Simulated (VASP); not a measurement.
Given:

```cif
data_CsI
_chemical_formula_sum 'Cs1 I1'
_space_group_name_H-M_alt 'Pm-3m'
_space_group_IT_number 221
_space_group_name_Hall '-P 4 2 3'
_cell_length_a 4.55161
_cell_length_b 4.55161
_cell_length_c 4.55161
_cell_angle_alpha 90.000
_cell_angle_beta 90.000
_cell_angle_gamma 90.000
loop_
_atom_site_label
_atom_site_type_symbol
_atom_site_symmetry_multiplicity
_atom_site_Wyckoff_symbol
_atom_site_fract_x
_atom_site_fract_y
_atom_site_fract_z
_atom_site_occupancy
Cs1 Cs 1 a 0.00000 0.00000 0.00000 1
I1 I 1 b 0.50000 0.50000 0.50000 1
```

These are optB88-vdW, VASP's PBE PAW potentials (set 64) (plane waves; VASP 6.6.1) values and carry that method's errors. Numerical set-up: 520 eV cut-off, 6×6×6 Γ-centred mesh, Gaussian smearing of 0.050 eV, potentials Cs_sv I.

Q: Give the energy at these volumes per atom, relative to the lowest: 44.30, 45.72, 47.13, 48.55, 49.96 Å³.

A: 8.6, 2.0, 0.0, 1.7, 6.6 meV/atom. A third-order Birch-Murnaghan fit gives B0 = 14.1 GPa and B0′ = 5.1.

The compound is CsI in the CsCl type structure. It was relaxed first.
